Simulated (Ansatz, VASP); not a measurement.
**SnPt in two plane-wave programs**

One calculation is typed for both programs; each brings its own data sets. How far apart do they land? The cell is generated by rule, not measured, and may not be a known phase. The cell is taken from a series of runs on this material, whose earlier steps may have relaxed, scaled, displaced or heated it; both programs get it as it stands.

Method: plane waves, with VASP 6.6.1 beside it; zone-centre phonons at PBEsol, in Ansatz 0.2.0.

The structure was built from a prototype and need not be the compound's stable phase.

### 1. Starting point

It takes space group P6_3mc (No. 186, hexagonal). The conventional cell has a = 4.092 Å, b = 4.092 Å, c = 7.234 Å, α = 90.00°, β = 90.00°, γ = 120.00°. Pt has 4 Sn at 2.58 to 2.59 Å nearest. Sn has 4 Pt at 2.58 to 2.59 Å nearest. Farther neighbours are not listed.

Structure file:

```cif
data_structure
_symmetry_space_group_name_H-M 'P6_3mc'
_symmetry_Int_Tables_number 186
_cell_length_a 4.0924
_cell_length_b 4.0924
_cell_length_c 7.2335
_cell_angle_alpha 90.000
_cell_angle_beta 90.000
_cell_angle_gamma 120.000
_cell_volume 104.91
loop_
_atom_site_label
_atom_site_type_symbol
_atom_site_symmetry_multiplicity
_atom_site_Wyckoff_symbol
_atom_site_fract_x
_atom_site_fract_y
_atom_site_fract_z
_atom_site_occupancy
Pt1 Pt 2 b 0.33333 0.66667 0.00844 1
Sn1 Sn 2 b 0.33333 0.66667 0.36656 1
```

### 2. VASP: zone-centre phonons, PBEsol

Second derivatives magnify differences that forces hide, and they need a tight electronic threshold.

Lines of VASP's logs that name or quote its potential files are left out, and so is its time.

Contents of INCAR:

```
SYSTEM = SnPt
PREC = Accurate
ENCUT = 500
EDIFF = 1E-08
NELM = 120
ISMEAR = 1
SIGMA = 0.15
LREAL = .FALSE.
ALGO = Normal
GGA = PS
NBANDS = 30
LASPH = .TRUE.
LORBIT = 11
LWAVE = .FALSE.
LCHARG = .FALSE.
ISIF = 2
IBRION = 8
GGA_COMPAT = .FALSE.
KPAR = 2
```

Contents of POSCAR:

```
SnPt
1.0
    4.0923621109      0.0000027242      0.0000000000
   -2.0461834147      3.5440881875      0.0000000000
    0.0000000000      0.0000000000      7.2335126756
Pt Sn
2 2
Direct
    0.3333333333      0.6666666667      0.0084414689
    0.6666666667      0.3333333333      0.5084414689
    0.3333333333      0.6666666667      0.3665585311
    0.6666666667      0.3333333333      0.8665585311
```

Contents of KPOINTS:

```
Automatic mesh
0
Gamma
12 12 6
0 0 0
```

The projector-augmented-wave data sets are Pt and Sn_d (PBE family, release 64).

On the command line:

```bash
$ mpirun -np 2 vasp_std
```

Numbers of over 12 decimals in the logs are rounded to 6 here.

What it wrote:

```text
[banner, memory and clock lines left out]
running    2 mpi-ranks, on    1 nodes
 distrk:  each k-point on    1 cores,    2 groups
 distr:  one band on    1 cores,    1 groups

 POSCAR found type information on POSCAR PtSn
 POSCAR found :  2 types and       4 ions
|                                                                             |
|               ----> ADVICE to this user running VASP <----                  |
|                                                                             |
|     You enforced a specific xc type in the INCAR file but a different       |
|     [... a line on the potential file left out ...]
|     I HOPE YOU KNOW WHAT YOU ARE DOING!                                     |
|                                                                             |

 LDA part: xc-table for (Slater+PW92), standard interpolation
 POSCAR, INCAR and KPOINTS ok, starting setup
 FFT: planning ... GRIDC
 FFT: planning ... GRID_SOFT
 FFT: planning ... GRID
 WAVECAR not read
 entering main loop
       N       E                     dE             d eps       ncg     rms          rms(c)
DAV:   1     0.474829327804E+03    0.47483E+03   -0.22756E+04  4784   0.213E+03
DAV:   2     0.376143977164E+02   -0.43721E+03   -0.41864E+03  4800   0.576E+02
DAV:   3    -0.205737357099E+02   -0.58188E+02   -0.55015E+02  5180   0.170E+02
DAV:   4    -0.229962588815E+02   -0.24225E+01   -0.24101E+01  5326   0.385E+01
DAV:   5    -0.230710987648E+02   -0.74840E-01   -0.74830E-01  5834   0.699E+00    0.835E+00
DAV:   6    -0.227136009881E+02    0.35750E+00   -0.15201E+00  5246   0.757E+00    0.343E+00
DAV:   7    -0.226313660690E+02    0.82235E-01   -0.20240E-01  5756   0.421E+00    0.218E+00
DAV:   8    -0.226055935966E+02    0.25772E-01   -0.57811E-02  6088   0.187E+00    0.186E-01
DAV:   9    -0.226051207109E+02    0.47289E-03   -0.47683E-03  6222   0.762E-01    0.120E-01
DAV:  10    -0.226051062903E+02    0.14421E-04   -0.60442E-04  5818   0.230E-01    0.348E-02
DAV:  11    -0.226051105771E+02   -0.42868E-05   -0.29669E-05  5090   0.422E-02    0.135E-02
DAV:  12    -0.226051136691E+02   -0.30920E-05   -0.54747E-06  5490   0.214E-02    0.335E-03
DAV:  13    -0.226051135091E+02    0.16003E-06   -0.35727E-07  5316   0.398E-03    0.112E-03
DAV:  14    -0.226051134651E+02    0.43941E-07   -0.10009E-07  4626   0.209E-03    0.275E-04
DAV:  15    -0.226051134566E+02    0.85229E-08   -0.46860E-09  3264   0.739E-04
   1 F= -.22605113E+02 E0= -.22604595E+02  d E =-.155408E-02
 Linear response reoptimize wavefunctions to high precision
DAV:   1    -0.226051134635E+02   -0.68985E-08   -0.19743E-09  3060   0.388E-04
DAV:   2    -0.226051134636E+02   -0.10186E-09   -0.51499E-10  2502   0.222E-04
DAV:   3    -0.226051134636E+02   -0.45475E-11   -0.19988E-10  2472   0.133E-04
 Linear response DOF=           4
 Linear response progress:
  Degree of freedom:   1/  4
       N       E                     dE             d eps       ncg     rms          rms(c)
RMM:   1    -0.256828232892E+00   -0.25683E+00   -0.22796E-01 48096   0.239E+00
RMM:   2    -0.257781125160E+00   -0.95289E-03   -0.63474E-03 44439   0.473E-01    0.139E-01
RMM:   3    -0.257938743304E+00   -0.15762E-03   -0.22038E-04 48585   0.109E-01    0.814E-02
RMM:   4    -0.258366883103E+00   -0.42814E-03   -0.32650E-04 50771   0.858E-02    0.138E-02
RMM:   5    -0.258347795323E+00    0.19088E-04   -0.54435E-06 49799   0.158E-02    0.121E-02
RMM:   6    -0.258249701992E+00    0.98093E-04   -0.11459E-05 49759   0.126E-02    0.235E-03
RMM:   7    -0.258229638131E+00    0.20064E-04   -0.10773E-05 53925   0.284E-03    0.923E-04
RMM:   8    -0.258221821813E+00    0.78163E-05   -0.82077E-07 50747   0.120E-03    0.138E-04
RMM:   9    -0.258221106469E+00    0.71534E-06   -0.31955E-07 52147   0.301E-04    0.829E-05
RMM:  10    -0.258220861171E+00    0.24530E-06    0.80422E-08 49701   0.105E-04    0.512E-05
RMM:  11    -0.258221051139E+00   -0.18997E-06    0.10256E-07 52047   0.608E-05    0.982E-06
RMM:  12    -0.258221052364E+00   -0.12249E-08   -0.14996E-08 56376   0.212E-05    0.834E-06
 first order change of Fermi-energy  -0.19810E-04
 force on displaced ion       1 direction 1 :  -9.106  -0.001   0.000
 Linear response progress:
  Degree of freedom:   2/  4
       N       E                     dE             d eps       ncg     rms          rms(c)
RMM:   1    -0.275242711449E+00   -0.27524E+00   -0.24118E-01 13422   0.253E+00
RMM:   2    -0.273777986521E+00    0.14647E-02   -0.11288E-02 10199   0.664E-01    0.137E-01
RMM:   3    -0.273568719756E+00    0.20927E-03   -0.13318E-04 10309   0.219E-01    0.802E-02
RMM:   4    -0.273731422062E+00   -0.16270E-03   -0.11360E-04 11361   0.845E-02    0.256E-02
RMM:   5    -0.273796040020E+00   -0.64618E-04   -0.32885E-05 11453   0.319E-02    0.106E-02
RMM:   6    -0.273783641930E+00    0.12398E-04   -0.17642E-05 10833   0.109E-02    0.636E-03
RMM:   7    -0.273730842069E+00    0.52800E-04   -0.11031E-05 10917   0.609E-03    0.126E-03
RMM:   8    -0.273720563583E+00    0.10278E-04   -0.41588E-06 11628   0.205E-03    0.513E-04
RMM:   9    -0.273717274208E+00    0.32894E-05   -0.24611E-06 10762   0.115E-03    0.264E-04
RMM:  10    -0.273713299952E+00    0.39743E-05   -0.12118E-06 11204   0.431E-04    0.684E-05
RMM:  11    -0.273712639706E+00    0.66025E-06   -0.63491E-07 11654   0.143E-04    0.196E-05
RMM:  12    -0.273712689791E+00   -0.50085E-07   -0.29281E-07 12400   0.458E-05    0.720E-06
RMM:  13    -0.273712691883E+00   -0.20918E-08   -0.96502E-08 10877   0.219E-05    0.195E-06
 first order change of Fermi-energy   0.21471E-01
 force on displaced ion       1 direction 3 :  -0.000   0.000 -11.017
 Linear response progress:
  Degree of freedom:   3/  4
       N       E                     dE             d eps       ncg     rms          rms(c)
RMM:   1    -0.210503033884E+00   -0.21050E+00    0.10597E+00 30608   0.136E+01
RMM:   2    -0.217230614173E+00   -0.67276E-02   -0.17864E-02 47409   0.851E-01    0.105E-01
RMM:   3    -0.217376954675E+00   -0.14634E-03   -0.13603E-03 49608   0.221E-01    0.530E-02
RMM:   4    -0.217326106394E+00    0.50848E-04   -0.12063E-04 52573   0.692E-02    0.207E-02
RMM:   5    -0.217308671188E+00    0.17435E-04   -0.13403E-05 52004   0.213E-02    0.409E-03
RMM:   6    -0.217303145656E+00    0.55255E-05   -0.31844E-06 52544   0.711E-03    0.168E-03
RMM:   7    -0.217302372157E+00    0.77350E-06   -0.13202E-06 54974   0.242E-03    0.103E-03
RMM:   8    -0.217300995205E+00    0.13770E-05    0.15284E-07 52179   0.942E-04    0.595E-05
RMM:   9    -0.217300905454E+00    0.89750E-07   -0.70614E-08 55685   0.367E-04    0.379E-05
RMM:  10    -0.217300775678E+00    0.12978E-06    0.10650E-07 53382   0.163E-04    0.221E-05
RMM:  11    -0.217300628929E+00    0.14675E-06    0.73205E-08 52984   0.854E-05    0.148E-05
RMM:  12    -0.217300627009E+00    0.19203E-08    0.26842E-08 56329   0.393E-05    0.473E-06
 first order change of Fermi-energy   0.88872E-05
 force on displaced ion       3 direction 1 :  -8.585   0.001   0.000
 Linear response progress:
  Degree of freedom:   4/  4
       N       E                     dE             d eps       ncg     rms          rms(c)
RMM:   1    -0.223638766451E+00   -0.22364E+00    0.10467E+00  7030   0.133E+01
RMM:   2    -0.231157373820E+00   -0.75186E-02   -0.19182E-02 10810   0.865E-01    0.141E-01
RMM:   3    -0.231298856477E+00   -0.14148E-03   -0.13426E-03 11417   0.235E-01    0.728E-02
RMM:   4    -0.231251582958E+00    0.47274E-04   -0.12458E-04 11816   0.759E-02    0.308E-02
RMM:   5    -0.231226194200E+00    0.25389E-04   -0.99717E-08 12013   0.253E-02    0.561E-03
RMM:   6    -0.231222220957E+00    0.39732E-05    0.16755E-05 11487   0.989E-03    0.322E-03
RMM:   7    -0.231221993472E+00    0.22749E-06    0.54534E-06 11167   0.424E-03    0.133E-03
RMM:   8    -0.231222631163E+00   -0.63769E-06    0.33238E-06 12312   0.166E-03    0.697E-04
RMM:   9    -0.231223288068E+00   -0.65691E-06    0.10943E-06 11090   0.829E-04    0.144E-04
RMM:  10    -0.231223147189E+00    0.14088E-06    0.14195E-06 12704   0.320E-04    0.707E-05
RMM:  11    -0.231223148630E+00   -0.14416E-08    0.22376E-07 11190   0.155E-04    0.300E-05
RMM:  12    -0.231223073143E+00    0.75487E-07    0.86448E-07 13065   0.700E-05    0.874E-06
RMM:  13    -0.231223149392E+00   -0.76248E-07    0.17260E-07 12519   0.282E-05    0.474E-06
RMM:  14    -0.231223154111E+00   -0.47195E-08    0.12803E-07 12608   0.148E-05    0.846E-07
RMM:  15    -0.231223162521E+00   -0.84102E-08    0.22943E-08 10812   0.848E-06    0.489E-07
 first order change of Fermi-energy  -0.21453E-01
 force on displaced ion       3 direction 3 :  -0.000   0.000 -10.515
 Linear response finished
```

Parts of OUTCAR (step 2):

```text
ion  position               nearest neighbor table
   1  0.333  0.667  0.008-   4 2.58   4 2.58   4 2.58   3 2.59
   2  0.667  0.333  0.508-   3 2.58   3 2.58   3 2.58   4 2.59
   3  0.333  0.667  0.367-   2 2.58   2 2.58   2 2.58   1 2.59
   4  0.667  0.333  0.867-   1 2.58   1 2.58   1 2.58   2 2.59

  LATTYP: Found a hexagonal cell.
 ALAT       =     4.0923621109
 C/A-ratio  =     1.7675641792

 Subroutine GETGRP returns: Found 12 space group operations
 (whereof  6 operations were pure point group operations)

The static configuration has the point symmetry C_3v.
 The point group associated with its full space group is C_6v.

 Found     76 irreducible k-points:

   k-points           NKPTS =     76   k-points in BZ     NKDIM =     76   number of bands    NBANDS=     30

   dimension x,y,z NGX =    30 NGY =   30 NGZ =   54
   dimension x,y,z NGXF=    60 NGYF=   60 NGZF=  108

   ENCUT  =  500.0 eV  36.75 Ry    6.06 a.u.   7.46  7.46 13.19*2*pi/ulx,y,z

   NELECT =      48.0000    total number of electrons

 k-points in reciprocal lattice and weights: Automatic mesh
   0.00000000  0.00000000  0.00000000       0.001
   0.08333333  0.00000000  0.00000000       0.007
   0.16666667  0.00000000  0.00000000       0.007
   0.25000000  0.00000000  0.00000000       0.007
   0.33333333  0.00000000  0.00000000       0.007
   0.41666667  0.00000000  0.00000000       0.007
   0.50000000  0.00000000  0.00000000       0.003
   0.08333333  0.08333333  0.00000000       0.007
   0.16666667  0.08333333  0.00000000       0.014
[...]
0.33333333  0.25000000  0.50000000       0.014
   0.33333333  0.33333333  0.50000000       0.002

 average (electrostatic) potential at core
       1 -67.4817       2 -67.4817       3-100.4609       4-100.4609

  Total        0.2157420      0.2157420      0.0042469     -0.0000000     -0.0000000      0.0000000
  in kB        3.2947104      3.2947104      0.0648566     -0.0000000     -0.0000000      0.0000000
  external PRESSURE =       2.2180925 kB  Pullay stress =       0.0000000 kB

  energy-cutoff  :      500.00
  volume of cell :      104.91
      direct lattice vectors                 reciprocal lattice vectors
     4.092362111  0.000002724  0.000000000     0.244357559  0.141080119  0.000000000
    -2.046183415  3.544088187  0.000000000    -0.000000188  0.282159913  0.000000000
     0.000000000  0.000000000  7.233512676     0.000000000  0.000000000  0.138245420

 POSITION                                       TOTAL-FORCE (eV/Angst)
 -----------------------------------------------------------------------------------
     -0.00000      2.36273      0.06106        -0.000000     -0.000000      0.000363
      2.04618      1.18136      3.67782         0.000000     -0.000000      0.000363
     -0.00000      2.36273      2.65151         0.000000      0.000000     -0.000363
      2.04618      1.18136      6.26826        -0.000000      0.000000     -0.000363
 -----------------------------------------------------------------------------------
    total drift:                               -0.000000     -0.000000      0.001125

 Eigenvectors and eigenvalues of the dynamical matrix
 ----------------------------------------------------

   1 f  =    5.796036 THz    36.417569 2PiTHz  193.334953 cm-1    23.970468 meV
             X         Y         Z           dx          dy          dz
     -0.000002  2.362726  0.061061    -0.000000    0.000000   -0.435008
      2.046180  1.181365  3.677818     0.000000   -0.000000   -0.435008
     -0.000002  2.362726  2.651506     0.000000   -0.000000    0.557465
      2.046180  1.181365  6.268262     0.000000   -0.000000    0.557465

   2 f  =    5.411923 THz    34.004113 2PiTHz  180.522310 cm-1    22.381904 meV
             X         Y         Z           dx          dy          dz
     -0.000002  2.362726  0.061061    -0.067990    0.446539    0.000000
      2.046180  1.181365  3.677818     0.067990   -0.446539    0.000000
     -0.000002  2.362726  2.651506    -0.081891    0.537842   -0.000000
      2.046180  1.181365  6.268262     0.081891   -0.537842   -0.000000

   3 f  =    5.411923 THz    34.004113 2PiTHz  180.522310 cm-1    22.381904 meV
             X         Y         Z           dx          dy          dz
     -0.000002  2.362726  0.061061     0.446539    0.067990    0.000000
      2.046180  1.181365  3.677818    -0.446539   -0.067990   -0.000000
     -0.000002  2.362726  2.651506     0.537842    0.081891   -0.000000
      2.046180  1.181365  6.268262    -0.537842   -0.081891    0.000000

   4 f  =    5.398407 THz    33.919191 2PiTHz  180.071473 cm-1    22.326007 meV
             X         Y         Z           dx          dy          dz
     -0.000002  2.362726  0.061061    -0.065463    0.429934    0.000000
      2.046180  1.181365  3.677818    -0.065463    0.429934   -0.000000
     -0.000002  2.362726  2.651506     0.083928   -0.551206   -0.000000
      2.046180  1.181365  6.268262     0.083928   -0.551206   -0.000000

   5 f  =    5.398407 THz    33.919191 2PiTHz  180.071473 cm-1    22.326007 meV
             X         Y         Z           dx          dy          dz
     -0.000002  2.362726  0.061061     0.429934    0.065463    0.000000
      2.046180  1.181365  3.677818     0.429934    0.065463   -0.000000
     -0.000002  2.362726  2.651506    -0.551206   -0.083928   -0.000000
      2.046180  1.181365  6.268262    -0.551206   -0.083928    0.000000

   6 f  =    4.994302 THz    31.380124 2PiTHz  166.591979 cm-1    20.654764 meV
             X         Y         Z           dx          dy          dz
     -0.000002  2.362726  0.061061     0.000000    0.000000   -0.316984
      2.046180  1.181365  3.677818    -0.000000    0.000000    0.316984
     -0.000002  2.362726  2.651506     0.000000   -0.000000    0.632077
      2.046180  1.181365  6.268262    -0.000000   -0.000000   -0.632077

   7 f  =    3.516121 THz    22.092440 2PiTHz  117.285170 cm-1    14.541501 meV
             X         Y         Z           dx          dy          dz
     -0.000002  2.362726  0.061061     0.000000    0.000000   -0.632077
      2.046180  1.181365  3.677818    -0.000000    0.000000    0.632077
     -0.000002  2.362726  2.651506     0.000000   -0.000000   -0.316984
      2.046180  1.181365  6.268262     0.000000    0.000000    0.316984

   8 f/i=    0.000300 THz     0.001888 2PiTHz    0.010023 cm-1     0.001243 meV
             X         Y         Z           dx          dy          dz
     -0.000002  2.362726  0.061061    -0.281995   -0.480989   -0.000000
      2.046180  1.181365  3.677818    -0.281995   -0.480989   -0.000000
     -0.000002  2.362726  2.651506    -0.219952   -0.375166   -0.000000
      2.046180  1.181365  6.268262    -0.219952   -0.375166   -0.000000

   9 f/i=    0.000300 THz     0.001888 2PiTHz    0.010023 cm-1     0.001243 meV
             X         Y         Z           dx          dy          dz
     -0.000002  2.362726  0.061061    -0.480989    0.281995    0.000000
      2.046180  1.181365  3.677818    -0.480989    0.281995    0.000000
     -0.000002  2.362726  2.651506    -0.375166    0.219952    0.000000
      2.046180  1.181365  6.268262    -0.375166    0.219952    0.000000

  10 f/i=    0.000923 THz     0.005797 2PiTHz    0.030776 cm-1     0.003816 meV
             X         Y         Z           dx          dy          dz
     -0.000002  2.362726  0.061061     0.000000    0.000000   -0.557465
      2.046180  1.181365  3.677818     0.000000    0.000000   -0.557465
     -0.000002  2.362726  2.651506     0.000000    0.000000   -0.435008
      2.046180  1.181365  6.268262     0.000000    0.000000   -0.435008

  11 f/i=    0.518458 THz     3.257566 2PiTHz   17.293887 cm-1     2.144168 meV
             X         Y         Z           dx          dy          dz
     -0.000002  2.362726  0.061061    -0.537798   -0.082184    0.000000
      2.046180  1.181365  3.677818     0.537798    0.082184    0.000000
     -0.000002  2.362726  2.651506     0.446502    0.068233    0.000000
      2.046180  1.181365  6.268262    -0.446502   -0.068233    0.000000

  12 f/i=    0.518458 THz     3.257566 2PiTHz   17.293887 cm-1     2.144168 meV
             X         Y         Z           dx          dy          dz
     -0.000002  2.362726  0.061061    -0.082184    0.537798   -0.000000
      2.046180  1.181365  3.677818     0.082184   -0.537798   -0.000000
     -0.000002  2.362726  2.651506     0.068233   -0.446502   -0.000000
      2.046180  1.181365  6.268262    -0.068233    0.446502   -0.000000

 ELASTIC MODULI CONTR FROM IONIC RELAXATION (kBar)
 Direction    XX          YY          ZZ          XY          YZ          ZX
 --------------------------------------------------------------------------------
 XX        -656.9671     63.2433    438.1137      0.0000     -0.0000      0.0000
 YY          63.2433   -656.9671    438.1137      0.0000      0.0000     -0.0000
 ZZ         438.1137    438.1137   -646.5755     -0.0000      0.0000     -0.0000
 XY           0.0000      0.0000     -0.0000   -360.1052      0.0000     -0.0000
 YZ          -0.0000      0.0000      0.0000      0.0000   -267.2813      0.0000
 ZX           0.0000     -0.0000     -0.0000     -0.0000      0.0000   -284.2078
 --------------------------------------------------------------------------------
```

[end of part 1 of 2]

[Lines on the potential files, build, host, timing and source positions are cut from VASP's logs without a mark.]

[Logs are printed without paths, hosts, clocks, repeated set-up lines and the standing remarks that a program may print on its own settings, such as how far it seeks lower states.]

[Hosts, paths, dates, database ids (printed as entryN), source tags and the programs' standing remarks are cut or masked in the printed files.]
